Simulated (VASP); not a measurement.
Energy against volume of SrTe (rock salt). Method: vdW-DF2, VASP's PBE PAW potentials (set 64) (plane waves; VASP). Run with 520 eV cut-off, 7×7×7 Γ-centred mesh, Gaussian smearing of 0.050 eV, potentials Sr_sv Te.

| V (Å³/atom) | E (eV/atom) |
|---|---|
| 37.675 | -1.92766 |
| 38.877 | -1.93983 |
| 40.079 | -1.94375 |
| 41.282 | -1.94062 |

Task: Fit these four points and predict the energy of the run at 42.484 Å³/atom.

Result: A cubic in V^(−2/3), the third-order Birch-Murnaghan form, passes through the four points with V0 = 40.12 Å³/atom and B0 = 31 GPa, and gives -1.9315 eV/atom there. The run gave -1.9315 eV/atom, -0.0 meV/atom from the fit; all five points give B0 = 31 GPa.

The compound is SrTe in the rock salt structure. It was relaxed first, which changed the volume by +9 %.
